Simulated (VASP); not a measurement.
Given:

```
CELL_PARAMETERS angstrom
      0.00000     2.62140     2.62140
      2.62140     0.00000     2.62140
      2.62140     2.62140     0.00000
ATOMIC_POSITIONS crystal
  Li 0.00000 0.00000 0.00000
  Cl 0.50000 0.50000 0.50000
```

Method: PBE GGA, VASP's PBE PAW potentials (set 64) (plane waves; VASP 6.6.1). Settings: 520 eV cut-off, 8×8×8 Γ-centred mesh, Gaussian smearing of 0.050 eV, potentials Li_sv Cl.

Question: Give the stress tensor in GPa (positive for a compressed cell).

Answer: 
```
-1.61   0.00   0.00
 0.00  -1.61   0.00
 0.00   0.00  -1.61
```
The pressure is its mean diagonal, -1.61 GPa.

The compound is LiCl in the rock salt structure. The cell was not relaxed at this level. The run is one of a series of settings (EDIFF = 1E-8 against the base run), some of them coarse on purpose.
